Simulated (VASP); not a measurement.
# LiY3 (Fm-3m) in VASP: equation of state

How stiff is LiY3 in PBE, and what volume does it want? The cell is scaled to several volumes.

All numbers are computed with VASP 6.6.1; they aren't measurements. Logs are shortened: lines on timing, memory, paths and dates and some standing lists are left out, and cuts for length are marked.

**1. Starting point**

The structure is cubic, space group Fm-3m (No. 225). The conventional cell has a = 7.800 Å, b = 7.800 Å, c = 7.800 Å, α = 90.00°, β = 90.00°, γ = 90.00°. Y (site symmetry m-3m) has 8 Y at 3.38 Å as nearest neighbours. Around Y (site symmetry -43m) lie 4 Li at 3.38 Å and 4 Y at 3.38 Å. Li (site symmetry m-3m) has 8 Y at 3.38 Å as nearest neighbours.

The cell comes from a database or a generator and needn't be the stable form of this composition.

**2. Equation of state, PBE, 27.88 Å³/atom (volume scaled by 0.94)**

INCAR

```
SYSTEM = LiY3
  ALGO = Normal
  EDIFF = 1E-7
  ENCUT = 520
  GGA = PE
  ISIF = 2
  ISMEAR = -1
  LASPH = .True.
  LCHARG = .False.
  LREAL = .False.
  LWAVE = .False.
  NBANDS = 26
  NELM = 80
  PREC = Accurate
  SIGMA = 0.05
```

KPOINTS

```
k-points
0
Gamma
  6 6 6
  0 0 0
```

POSCAR

```
LiY3
1.0
    0.0000000000      3.8202408452      3.8202408452
    3.8202408452      0.0000000000      3.8202408452
    3.8202408452      3.8202408452      0.0000000000
Y Li
3 1
Direct
    0.5000000000      0.5000000000      0.5000000000
    0.7500000000      0.7500000000      0.7500000000
    0.2500000000      0.2500000000      0.2500000000
    0.0000000000      0.0000000000      0.0000000000
```

Potentials or basis: VASP PAW PBE potentials, release 64 (Y_sv, Li_sv).

Command:

```
$ cat potpaw_PBE.64/Y_sv/POTCAR potpaw_PBE.64/Li_sv/POTCAR > POTCAR
$ mpirun -np 1 vasp_std > vasp.out
```

OUTCAR:

```text
SYSTEM = LiY3
   EDIFF = 1E-7
   ENCUT = 520
   GGA = PE
   ISIF = 2
   ISMEAR = -1
   LASPH = .True.
   LREAL = .False.
   NELM = 80
   PREC = Accurate

 Found     16 irreducible k-points:

 Following reciprocal coordinates:
            Coordinates               Weight
  0.000000  0.000000  0.000000      1.000000
  0.166667  0.000000  0.000000      8.000000
  0.333333  0.000000  0.000000      8.000000
  0.500000  0.000000  0.000000      4.000000
  0.166667  0.166667  0.000000      6.000000
  0.333333  0.166667  0.000000     24.000000
   k-points           NKPTS =     16   k-points in BZ     NKDIM =     16   number of bands    NBANDS=     26
   number of dos      NEDOS =    301   number of ions     NIONS =      4
   total plane-waves  NPLWV =  64000
   dimension x,y,z NGX =    40 NGY =   40 NGZ =   40
   dimension x,y,z NGXF=    80 NGYF=   80 NGZF=   80
   ions per type =               3   1
   NGX,Y,Z   is equivalent  to a cutoff of  12.31, 12.31, 12.31 a.u.
   NGXF,Y,Z  is equivalent  to a cutoff of  24.62, 24.62, 24.62 a.u.
 SYSTEM =  LiY3
   PREC   = accura    normal or accurate (medium, high low for compatibility)
   ISTART =      0    job   : 0-new  1-cont  2-samecut
   ICHARG =      2    charge: 1-file 2-atom 10-const
   ISPIN  =      1    spin polarized calculation?
   LNONCOLLINEAR =      F non collinear calculations
   LSORBIT =      F    spin-orbit coupling
   LASPH  =      T    aspherical Exc in radial PAW
   ENCUT  =  520.0 eV  38.22 Ry    6.18 a.u.  10.05 10.05 10.05*2*pi/ulx,y,z
   NELM   =     80;   NELMIN=  2; NELMDL= -5     # of ELM steps
   EDIFF  = 0.1E-06   stopping-criterion for ELM
   LREAL  =      F    real-space projection
   EDIFFG = 0.1E-05   stopping-criterion for IOM
   NSW    =      0    number of steps for IOM
   IBRION =     -1    ionic relax: 0-MD 1-quasi-New 2-CG
   NFREE  =      0    steps in history (QN), initial steepest desc. (CG)
   ISIF   =      2    stress and relaxation
   ISYM   =      2    0-nonsym 1-usesym 2-fastsym
   POTIM  = 0.5000    time-step for ionic-motion
   TEBEG  =    0.0;   TEEND  =   0.0 temperature during run
   PSTRESS=    0.0 pullay stress
   NELECT =      36.0000    total number of electrons
   NUPDOWN=      -1.0000    fix difference up-down
   EMIN   =  10.00;   EMAX   =-10.00  energy-range for DOS
   EFERMI =   0.00;   METHOD = LEGACY
   ISMEAR =    -1;   SIGMA  =   0.05  broadening in eV -4-tet -1-fermi 0-gaus
   EFERMI_NEDOS =   21; number of points for ismear=-14 and -15
   IALGO  =     38    algorithm
   IMIX   =      4    mixing-type and parameters
     AMIX     =   0.40;   BMIX     =  1.00
     AMIX_MAG =   1.60;   BMIX_MAG =  1.00
  volume/ion in A,a.u.               =      27.88       188.12
  Fermi-wavevector in a.u.,A,eV,Ry     =   1.123074  2.122302 17.160954  1.261295
  Thomas-Fermi vector in A             =   2.259738
   LORBIT       =      0    0 simple, 1 ext, 2 COOP (PROOUT), +10 PAW based schemes
   GGA     = PE    functional components
   LHFCALC =     F    Hartree Fock is set to
   AEXX    =    0.0000 exact exchange contribution
   IVDW    =     0    specifies the selected vdW correction
   LEPSILON=     F    determine dielectric tensor
   LRPA    =     F    only Hartree local field effects (RPA)
 non-spin polarized calculation
  energy-cutoff  :      520.00
  volume of cell :      111.51
 maximum number of plane-waves:      3024
   NGX = 21   NGY = 21   NGZ = 21

 number of electron      35.9999991 magnetization

 Free energy of the ion-electron system (eV)
  ---------------------------------------------------
  ext. energy  EPLUGINS =         0.00000000
  ---------------------------------------------------
  free energy    TOTEN  =       -20.42381411 eV

  energy without entropy =      -20.38971713  energy(sigma->0) =      -20.40676562

 E-fermi :   2.9129     XC(G=0):  -9.2636

 val. band max:        2.8856951289   @ k =   0.5000   0.0000   0.0000
 cond. band min:       2.9347558316   @ k =   0.5000   0.3333   0.0000
 fundamental gap:      0.0490607027
 Fermi energy:         2.9128713273

 k-point     1 :       0.0000    0.0000    0.0000
  band No.  band energies     occupation
      1     -42.6165      2.00000
      2     -39.9210      2.00000
      3     -39.8572      2.00000
      4     -39.7064      2.00000
      5     -20.0128      2.00000
      6     -20.0128      2.00000
      7     -20.0128      2.00000
      8     -19.9394      2.00000
      9     -19.9394      2.00000
     10     -19.9394      2.00000
     11     -19.5744      2.00000
     12     -19.5744      2.00000
     13     -19.5744      2.00000
     14      -1.7109      2.00000
     15       1.8936      2.00000
     16       1.8936      2.00000
     17       2.4682      1.99973
     18       2.4683      1.99973
     19       2.4683      1.99973
     20       3.5079      0.00001
     21       3.5079      0.00001
     22       3.5079      0.00001
     23       6.5670      0.00000
     24       6.5670      0.00000
     25       6.5670      0.00000
     26       7.1664      0.00000

 k-point     2 :       0.1667    0.0000    0.0000
  band No.  band energies     occupation
      1     -42.6165      2.00000
      2     -39.9138      2.00000
      3     -39.8592      2.00000
      4     -39.7119      2.00000
      5     -20.0578      2.00000
      6     -20.0442      2.00000
      7     -20.0442      2.00000
      8     -19.9129      2.00000
      9     -19.9129      2.00000
     10     -19.8701      2.00000
     11     -19.6014      2.00000
     12     -19.5693      2.00000
     13     -19.5693      2.00000
     14      -1.4343      2.00000
     15       1.9178      2.00000
     16       1.9178      2.00000
     17       2.2933      1.99999
     18       2.7012      1.97142
     19       2.7012      1.97142
     20       3.2483      0.00244
     21       3.4513      0.00004
     22       3.4513      0.00004
     23       5.8996      0.00000
     24       6.0885      0.00000
     25       6.0885      0.00000
     26       7.0708      0.00000

 k-point     3 :       0.3333    0.0000    0.0000
  band No.  band energies     occupation
      1     -42.6164      2.00000
      2     -39.8965      2.00000
      3     -39.8648      2.00000
      4     -39.7240      2.00000
      5     -20.0832      2.00000
      6     -20.0832      2.00000
      7     -20.0666      2.00000
      8     -19.8844      2.00000
      9     -19.8844      2.00000
     10     -19.8429      2.00000
     11     -19.6249      2.00000
     12     -19.5585      2.00000
     13     -19.5585      2.00000
     14      -0.6766      2.00000
     15       1.6784      2.00000
     16       2.0656      2.00000
     17       2.0656      2.00000
     18       2.8338      1.65909
     19       3.0729      0.07827
     20       3.0729      0.07827
     21       3.4439      0.00005
     22       3.4439      0.00005
     23       5.0296      0.00000
     24       5.2464      0.00000
     25       5.2464      0.00000
     26       7.0255      0.00000

 k-point     4 :       0.5000    0.0000    0.0000
  band No.  band energies     occupation
      1     -42.6164      2.00000
      2     -39.8828      2.00000
      3     -39.8718      2.00000
      4     -39.7308      2.00000
      5     -20.0982      2.00000
      6     -20.0982      2.00000
      7     -20.0461      2.00000
      8     -19.8771      2.00000
      9     -19.8748      2.00000
     10     -19.8748      2.00000
     11     -19.6137      2.00000
     12     -19.5528      2.00000
     13     -19.5528      2.00000
     14       0.1323      2.00000
     15       0.8241      2.00000
     16       2.1829      2.00000
     17       2.1829      2.00000
     18       2.8857      1.26526
     19       3.1554      0.01554
     20       3.1554      0.01554
     21       3.5860      0.00000
     22       3.5860      0.00000
     23       4.4812      0.00000
     24       4.8206      0.00000
     25       4.8206      0.00000
     26       6.9246      0.00000

 k-point     5 :       0.1667    0.1667    0.0000
  band No.  band energies     occupation
      1     -42.6164      2.00000
      2     -39.9115      2.00000
      3     -39.8596      2.00000
      4     -39.7138      2.00000
      5     -20.0845      2.00000
      6     -20.0845      2.00000
      7     -20.0074      2.00000
      8     -19.8991      2.00000
      9     -19.8781      2.00000
     10     -19.8781      2.00000
     11     -19.6249      2.00000
     12     -19.5629      2.00000
     13     -19.5629      2.00000
     14      -1.3445      2.00000
     15       1.6869      2.00000
     16       2.1096      2.00000
     17       2.5161      1.99928
     18       2.6589      1.98762
     19       2.6589      1.98762
     20       2.9395      0.73986
     21       3.5741      0.00000
     22       3.5741      0.00000
     23       5.8867      0.00000
     24       5.8867      0.00000
     25       6.1592      0.00000
     26       6.6163      0.00000

 k-point     6 :       0.3333    0.1667    0.0000
  band No.  band energies     occupation
      1     -42.6164      2.00000
      2     -39.8977      2.00000
      3     -39.8634      2.00000
      4     -39.7241      2.00000
      5     -20.1213      2.00000
      6     -20.1135      2.00000
      7     -20.0270      2.00000
      8     -19.8699      2.00000
      9     -19.8507      2.00000
     10     -19.8382      2.00000
     11     -19.6554      2.00000
     12     -19.5565      2.00000
     13     -19.5527      2.00000
     14      -0.7522      2.00000
     15       1.5723      2.00000
     16       2.1502      2.00000
     17       2.3093      1.99999
     18       2.5133      1.99932
     19       2.9459      0.68141
     20       3.1269      0.02729
     21       3.4785      0.00002
     22       3.6449      0.00000
     23       5.1451      0.00000
     24       5.1857      0.00000
     25       5.8680      0.00000
     26       6.3898      0.00000

 [... further k-points ...]

------------------------ aborting loop because EDIFF is reached ----------------------------------------

  FORCE on cell =-STRESS in cart. coord.  units (eV):
  Direction    XX          YY          ZZ          XY          YZ          ZX
  --------------------------------------------------------------------------------------
  -------------------------------------------------------------------------------------
  Total        1.4985827      1.4985827      1.4985827      0.0000000      0.0000000      0.0000000
  in kB       21.5322325     21.5322325     21.5322325      0.0000000      0.0000000      0.0000000
  external PRESSURE =      21.5322325 kB  Pullay stress =       0.0000000 kB

 VOLUME and BASIS-vectors are now :
 -----------------------------------------------------------------------------
  energy-cutoff  :      520.00
  volume of cell :      111.51
      direct lattice vectors                 reciprocal lattice vectors
     0.000000000  3.820240845  3.820240845    -0.130881800  0.130881800  0.130881800
     3.820240845  0.000000000  3.820240845     0.130881800 -0.130881800  0.130881800
     3.820240845  3.820240845  0.000000000     0.130881800  0.130881800 -0.130881800

 POSITION                                       TOTAL-FORCE (eV/Angst)
 -----------------------------------------------------------------------------------
      3.82024      3.82024      3.82024         0.000000     -0.000000     -0.000000
      5.73036      5.73036      5.73036         0.000000      0.000000     -0.000000
      1.91012      1.91012      1.91012        -0.000000     -0.000000      0.000000
      0.00000      0.00000      0.00000         0.000000     -0.000000     -0.000000
 -----------------------------------------------------------------------------------
    total drift:                               -0.000000      0.000000      0.000000

  FREE ENERGIE OF THE ION-ELECTRON SYSTEM (eV)
  ---------------------------------------------------
  free  energy   TOTEN  =       -20.4238141060 eV

  energy  without entropy=      -20.3897171323  energy(sigma->0) =      -20.40676562
```

It took 72 s on 1 thread of Intel Xeon Platinum 8488C (Sapphire Rapids), shared host; peak memory 0.26 GiB.

What came out:

```
Free energy            : -20.4238 eV
Band gap on the k mesh : none (metal or under the smearing width)
```

Caveat: the cutoff is under 1.25 times the usual one of these potentials, so pressure, stress and relaxed cells hold a basis-set (Pulay) error.

**3. Equation of state, PBE, 28.47 Å³/atom (volume scaled by 0.96)**

INCAR

```
SYSTEM = LiY3
ALGO     = Normal         ! electronic algorithm
EDIFF    = 1E-7           ! SCF threshold, eV
ENCUT    = 520            ! plane-wave cutoff, eV
GGA      = PE             ! functional
ISIF     = 2              ! what is computed and relaxed
ISMEAR   = -1             ! smearing method
LASPH    = .TRUE.         ! aspherical terms in the spheres
LCHARG   = .FALSE.        ! write CHGCAR
LREAL    = .FALSE.        ! projectors in reciprocal space
LWAVE    = .FALSE.        ! write WAVECAR
NBANDS   = 26             ! bands
NELM     = 60             ! most SCF steps
PREC     = Accurate       ! precision mode
SIGMA    = 0.05           ! smearing width, eV
```

KPOINTS

```
k-points
0
G
  6 6 6
  0 0 0
```

POSCAR

```
LiY3
1.0
    0.0000000000      3.8471448362      3.8471448362
    3.8471448362      0.0000000000      3.8471448362
    3.8471448362      3.8471448362      0.0000000000
Y Li
3 1
Direct
    0.5000000000      0.5000000000      0.5000000000
    0.7500000000      0.7500000000      0.7500000000
    0.2500000000      0.2500000000      0.2500000000
    0.0000000000      0.0000000000      0.0000000000
```

Potentials or basis: VASP PAW PBE potentials, release 64 (Y_sv, Li_sv).

Command:

```
$ cat potpaw_PBE.64/Y_sv/POTCAR potpaw_PBE.64/Li_sv/POTCAR > POTCAR
$ mpirun -np 1 vasp_std > vasp.out
```

Wall time 69 s (1 thread of Intel Xeon Platinum 8488C (Sapphire Rapids), shared host); peak memory 0.26 GiB.

Results (log left out):

```yaml
Free_energy: -20.4500 eV
Band_gap_on_the_k_mesh: none (metal or under the smearing width)
```

Caveat: the cutoff is under 1.25 times the usual one of these potentials, so pressure, stress and relaxed cells hold a basis-set (Pulay) error.

**4. Equation of state, PBE, 29.06 Å³/atom (volume scaled by 0.98)**

INCAR

```
SYSTEM = LiY3
PREC = Accurate
ENCUT = 520
EDIFF = 1E-7
ISMEAR = -1
SIGMA = 0.05
LREAL = .FALSE.
LASPH = .TRUE.
NELM = 100
ALGO = Normal
ISIF = 2
LWAVE = .FALSE.
LCHARG = .FALSE.
GGA = PE
NBANDS = 26
```

KPOINTS

```
regular mesh
0
G
  6 6 6
  0 0 0
```

POSCAR

```
LiY3
1.0
    0.0000000000      3.8736777080      3.8736777080
    3.8736777080      0.0000000000      3.8736777080
    3.8736777080      3.8736777080      0.0000000000
Y Li
3 1
Direct
    0.5000000000      0.5000000000      0.5000000000
    0.7500000000      0.7500000000      0.7500000000
    0.2500000000      0.2500000000      0.2500000000
    0.0000000000      0.0000000000      0.0000000000
```

Command:

```
$ cat potpaw_PBE.64/Y_sv/POTCAR potpaw_PBE.64/Li_sv/POTCAR > POTCAR
$ mpirun -np 1 vasp_std > vasp.out
```

Run time: 87 s. Hardware: 1 thread of Intel Xeon Platinum 8488C (Sapphire Rapids), shared host; peak memory 0.28 GiB.

It converged, with:

```yaml
Free_energy: -20.4646 eV
Band_gap_on_the_k_mesh: none (metal or under the smearing width)
```

Caveat: the cutoff is under 1.25 times the usual one of these potentials, so pressure, stress and relaxed cells hold a basis-set (Pulay) error.

**5. Equation of state, PBE, 30.25 Å³/atom (volume scaled by 1.02)**

INCAR

```
PREC = Accurate ; ENCUT = 520
EDIFF = 1E-7 ; ISMEAR = -1
SIGMA = 0.05 ; LREAL = False
LASPH = True ; NELM = 80
ALGO = Normal ; ISIF = 2
LWAVE = False ; LCHARG = False
GGA = PE ; NBANDS = 26
```

KPOINTS

```
Automatic mesh
0
Gamma
  6 6 6
```

POSCAR

```
LiY3
1.0
    0.0000000000      3.9256795871      3.9256795871
    3.9256795871      0.0000000000      3.9256795871
    3.9256795871      3.9256795871      0.0000000000
Y Li
3 1
Direct
    0.5000000000      0.5000000000      0.5000000000
    0.7500000000      0.7500000000      0.7500000000
    0.2500000000      0.2500000000      0.2500000000
    0.0000000000      0.0000000000      0.0000000000
```

Command:

```
$ cat potpaw_PBE.64/Y_sv/POTCAR potpaw_PBE.64/Li_sv/POTCAR > POTCAR
$ mpirun -np 1 vasp_std > vasp.out
```

It took 82 s on 1 thread of Intel Xeon Platinum 8488C (Sapphire Rapids), shared host; peak memory 0.28 GiB.

The run converged. Its results:

```
Free energy            : -20.4627 eV
Band gap on the k mesh : none (metal or under the smearing width)
```

Caveat: the cutoff is under 1.25 times the usual one of these potentials, so pressure, stress and relaxed cells hold a basis-set (Pulay) error.

**6. Equation of state, PBE, 30.84 Å³/atom (volume scaled by 1.04)**

INCAR

```
ALGO = Normal
EDIFF = 1E-7
ENCUT = 520
GGA = PE
ISIF = 2
ISMEAR = -1
LASPH = T
LCHARG = F
LREAL = F
LWAVE = F
NBANDS = 26
NELM = 80
PREC = Accurate
SIGMA = 0.05
```

KPOINTS

```
k-points
0
Gamma
  6 6 6
```

POSCAR

```
LiY3
1.0
    0.0000000000      3.9511717273      3.9511717273
    3.9511717273      0.0000000000      3.9511717273
    3.9511717273      3.9511717273      0.0000000000
Y Li
3 1
Direct
    0.5000000000      0.5000000000      0.5000000000
    0.7500000000      0.7500000000      0.7500000000
    0.2500000000      0.2500000000      0.2500000000
    0.0000000000      0.0000000000      0.0000000000
```

Potentials or basis: VASP PAW PBE potentials, release 64 (Y_sv, Li_sv).

Command:

```
$ cat potpaw_PBE.64/Y_sv/POTCAR potpaw_PBE.64/Li_sv/POTCAR > POTCAR
$ mpirun -np 1 vasp_std > vasp.out
```

Run time: 54 s. Hardware: 1 thread of Intel Xeon Platinum 8488C (Sapphire Rapids), shared host; peak memory 0.27 GiB.

Results (log left out):

- Free energy: -20.4478 eV
- Band gap on the k mesh: none (metal or under the smearing width)

Caveat: the cutoff is under 1.25 times the usual one of these potentials, so pressure, stress and relaxed cells hold a basis-set (Pulay) error.

**7. Equation of state, PBE, 31.44 Å³/atom (volume scaled by 1.06)**

INCAR

```
SYSTEM = LiY3
PREC     = Accurate       ! precision mode
ENCUT    = 520            ! plane-wave cutoff, eV
EDIFF    = 1E-7           ! SCF threshold, eV
ISMEAR   = -1             ! smearing method
SIGMA    = 0.05           ! smearing width, eV
LREAL    = .False.        ! projectors in reciprocal space
LASPH    = .True.         ! aspherical terms in the spheres
NELM     = 100            ! most SCF steps
ALGO     = Normal         ! electronic algorithm
ISIF     = 2              ! what is computed and relaxed
LWAVE    = .False.        ! write WAVECAR
LCHARG   = .False.        ! write CHGCAR
GGA      = PE             ! functional
NBANDS   = 26             ! bands
```

KPOINTS

```
regular mesh
0
Gamma
  6 6 6
  0 0 0
```

POSCAR

```
LiY3
1.0
    0.0000000000      3.9763391047      3.9763391047
    3.9763391047      0.0000000000      3.9763391047
    3.9763391047      3.9763391047      0.0000000000
Y Li
3 1
Direct
    0.5000000000      0.5000000000      0.5000000000
    0.7500000000      0.7500000000      0.7500000000
    0.2500000000      0.2500000000      0.2500000000
    0.0000000000      0.0000000000      0.0000000000
```

Command:

```
$ cat potpaw_PBE.64/Y_sv/POTCAR potpaw_PBE.64/Li_sv/POTCAR > POTCAR
$ mpirun -np 1 vasp_std > vasp.out
```

Run time: 70 s. Hardware: 1 thread of Intel Xeon Platinum 8488C (Sapphire Rapids), shared host; peak memory 0.28 GiB.

The run converged. Its results:

```
Free energy            : -20.4247 eV
Band gap on the k mesh : none (metal or under the smearing width)
```

Caveat: the cutoff is under 1.25 times the usual one of these potentials, so pressure, stress and relaxed cells hold a basis-set (Pulay) error.

**8. Equation of state, PBE**

Potentials or basis: VASP PAW PBE potentials, release 64 (Y_sv, Li_sv).

This step only gathers the single runs of the series.

Results:

| Item | Value |
| --- | --- |
| Equilibrium volume | 29.59 Å³/atom |
| Bulk modulus | 33 GPa |
| Pressure derivative of the bulk modulus | 3.3 |

Energy against volume, from the lowest point:
```csv
volume (Å³/atom),energy (meV/atom)
27.877,11.18
28.470,4.63
29.063,0.99
29.656,0.00
30.249,1.47
30.842,5.18
31.435,10.95
```

Caveat: the cutoff is under 1.25 times the usual one of these potentials, so pressure, stress and relaxed cells hold a basis-set (Pulay) error.
